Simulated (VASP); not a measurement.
Computed with LDA (Ceperley-Alder, Perdew-Zunger), VASP's LDA PAW potentials (set 64) (plane waves; VASP 6.6.1).

The input files of a VASP run:

**INCAR**
```
SYSTEM  =  MgI2
PREC  =  Accurate; ENCUT  =  300; LREAL  =  F
LASPH  =  T
EDIFF  =  1E-6; NELM  =  100; ALGO  =  Normal
LMAXMIX  =  4
ISMEAR  =  -1; SIGMA  =  0.01
ISIF  =  2
LWAVE  =  F; LCHARG  =  F
```

File POSCAR:
```
MgI2
1
    2.0816400000    -3.6055060000     0.0000000000
    2.0816400000     3.6055060000     0.0000000000
    0.0000000000     0.0000000000     6.8819520000
Mg I
1 2
Direct
  0.0000000000   0.0000000000   0.0000000000
  0.3333330000   0.6666670000   0.2420000000
  0.6666670000   0.3333330000   0.7580000000
```

### KPOINTS
```
Automatic mesh
0
Gamma
5 5 3
0 0 0
```

POTCAR, in this order: Mg I (LDA.64 set). Program: vasp_std.

Output of the run:

OUTCAR:
```
 ion  position               nearest neighbor table
   1  0.000  0.000  0.000-   2 2.92   3 2.92   3 2.92   2 2.92   3 2.92   2 2.92
   2  0.333  0.667  0.242-   1 2.92   1 2.92   1 2.92
   3  0.667  0.333  0.758-   1 2.92   1 2.92   1 2.92
  LATTYP: Found a hexagonal cell.
 ALAT       =     4.1632797895
 C/A-ratio  =     1.6530121318
 Subroutine PRICEL returns:
 Original cell was already a primitive cell.
 Subroutine GETGRP returns: Found 12 space group operations
The static configuration has the point symmetry D_3d.
The dynamic configuration has the point symmetry D_3d.
 Subroutine INISYM returns: Found 12 space group operations
 Subroutine IBZKPT returns following result:
 Found     12 irreducible k-points:

 Following reciprocal coordinates:
            Coordinates               Weight
  0.000000  0.000000  0.000000      1.000000
  0.200000  0.000000  0.000000      6.000000
  0.400000  0.000000  0.000000      6.000000
  0.200000  0.200000  0.000000      6.000000
  0.400000  0.200000  0.000000      6.000000
  0.000000  0.000000  0.333333      2.000000
  0.200000  0.000000  0.333333      6.000000
  0.000000  0.200000  0.333333      6.000000
  0.400000  0.000000  0.333333      6.000000
  0.000000  0.400000  0.333333      6.000000
  0.200000  0.200000  0.333333     12.000000
  0.400000  0.200000  0.333333     12.000000
   k-points           NKPTS =     12   k-points in BZ     NKDIM =     12   number of bands    NBANDS=     12
   number of dos      NEDOS =    301   number of ions     NIONS =      3
   total plane-waves  NPLWV =  23040
   dimension x,y,z NGX =    24 NGY =   24 NGZ =   40
   dimension x,y,z NGXF=    48 NGYF=   48 NGZF=   80
   ions per type =               1   2
   PREC   = accura    normal or accurate (medium, high low for compatibility)
   ISTART =      0    job   : 0-new  1-cont  2-samecut
   ICHARG =      2    charge: 1-file 2-atom 10-const
   ISPIN  =      1    spin polarized calculation?
   LNONCOLLINEAR =      F non collinear calculations
   LSORBIT =      F    spin-orbit coupling
   INIWAV =      1    electr: 0-lowe 1-rand  2-diag
   ENCUT  =  300.0 eV  22.05 Ry    4.70 a.u.   5.88  5.88  9.72*2*pi/ulx,y,z
   NELM   =    100;   NELMIN=  2; NELMDL= -5     # of ELM steps
   EDIFF  = 0.1E-05   stopping-criterion for ELM
   LREAL  =      F    real-space projection
   NLSPLINE    = F    spline interpolate recip. space projectors
   LMAXMIX     =    4 max onsite mixed and CHGCAR
   VOSKOWN=      0    Vosko Wilk Nusair interpolation
   EDIFFG = 0.1E-04   stopping-criterion for IOM
   NSW    =      0    number of steps for IOM
   NBLOCK =      1;   KBLOCK =      1    inner block; outer block
   IBRION =     -1    ionic relax: 0-MD 1-quasi-New 2-CG
   NFREE  =      0    steps in history (QN), initial steepest desc. (CG)
   ISIF   =      2    stress and relaxation
   ISYM   =      2    0-nonsym 1-usesym 2-fastsym
   TEIN   =    0.0    initial temperature
   TEBEG  =    0.0;   TEEND  =   0.0 temperature during run
   SMASS  =  -3.00    Nose mass-parameter (am)
   PSTRESS=    0.0 pullay stress
   NELECT =      16.0000    total number of electrons
   EFERMI =   0.00;   METHOD = LEGACY
   ISMEAR =    -1;   SIGMA  =   0.01  broadening in eV -4-tet -1-fermi 0-gaus
   IALGO  =     38    algorithm
   LDIAG  =      T    sub-space diagonalisation (order eigenvalues)
   IMIX   =      4    mixing-type and parameters
     AMIX     =   0.40;   BMIX     =  1.00
     AMIX_MAG =   1.60;   BMIX_MAG =  1.00
     AMIN     =   0.10
   GGA     = CA    functional components
   VOSKOWN =     0    Vosko Wilk Nusair interpolation
   LHFCALC =     F    Hartree Fock is set to
   LHFONE  =     F    Hartree Fock one center treatment
   AEXX    =    0.0000 exact exchange contribution
...
```

OSZICAR:
```
       N       E                     dE             d eps       ncg     rms          rms(c)
DAV:   1     0.603170415494E+02    0.60317E+02   -0.42562E+03   288   0.662E+02
DAV:   2    -0.479573073960E+01   -0.65113E+02   -0.60194E+02   396   0.128E+02
DAV:   3    -0.916073918904E+01   -0.43650E+01   -0.43486E+01   364   0.403E+01
DAV:   4    -0.923944544811E+01   -0.78706E-01   -0.78696E-01   416   0.689E+00
DAV:   5    -0.924023308245E+01   -0.78763E-03   -0.78762E-03   356   0.627E-01    0.403E+00
DAV:   6    -0.909691109612E+01    0.14332E+00   -0.14939E-01   304   0.204E+00    0.272E+00
DAV:   7    -0.906004070712E+01    0.36870E-01   -0.12404E-01   332   0.187E+00    0.608E-01
DAV:   8    -0.905717209607E+01    0.28686E-02   -0.10467E-02   316   0.605E-01    0.214E-01
DAV:   9    -0.905710246978E+01    0.69626E-04   -0.74039E-04   364   0.180E-01    0.966E-02
DAV:  10    -0.905709174865E+01    0.10721E-04   -0.31268E-05   356   0.431E-02    0.408E-02
DAV:  11    -0.905709095183E+01    0.79681E-06   -0.50619E-06   356   0.154E-02
   1 F= -.90570910E+01 E0= -.90570910E+01  d E =-.413765E-13
```

### OUTCAR
```
------------------------ aborting loop because EDIFF is reached ----------------------------------------
  FORCE on cell =-STRESS in cart. coord.  units (eV):
  Direction    XX          YY          ZZ          XY          YZ          ZX
  --------------------------------------------------------------------------------------
  Total       -1.1297604     -1.1297602     -0.9354555      0.0000000      0.0000000      0.0000000
  in kB      -17.5219905    -17.5219881    -14.5084243      0.0000000      0.0000000      0.0000000
  external PRESSURE =     -16.5174677 kB  Pullay stress =       0.0000000 kB
  volume of cell :      103.30
      direct lattice vectors                 reciprocal lattice vectors
     2.081640000 -3.605506000  0.000000000     0.240195231 -0.138676790  0.000000000
     2.081640000  3.605506000  0.000000000     0.240195231  0.138676790  0.000000000
     0.000000000  0.000000000  6.881952000     0.000000000  0.000000000  0.145307610
 POSITION                                       TOTAL-FORCE (eV/Angst)
 -----------------------------------------------------------------------------------
      0.00000      0.00000      0.00000         0.000000      0.000000      0.000000
      2.08164      1.20184      1.66543         0.000000      0.000000     -0.163384
      2.08164     -1.20184      5.21652        -0.000000     -0.000000      0.163384
 -----------------------------------------------------------------------------------
    total drift:                               -0.000000      0.000000      0.000000
  FREE ENERGIE OF THE ION-ELECTRON SYSTEM (eV)
  ---------------------------------------------------
  free  energy   TOTEN  =        -9.0570909518 eV

  energy  without entropy=       -9.0570909518  energy(sigma->0) =       -9.05709095
```
(Selected blocks of OUTCAR.)

The structure is a typed MgI2 crystal (P-3m1). The cell was not relaxed at this level. The run is one of a series of settings (GGA removed, POTCAR Mg I (LDA.64 set) against the base run), some of them coarse on purpose.
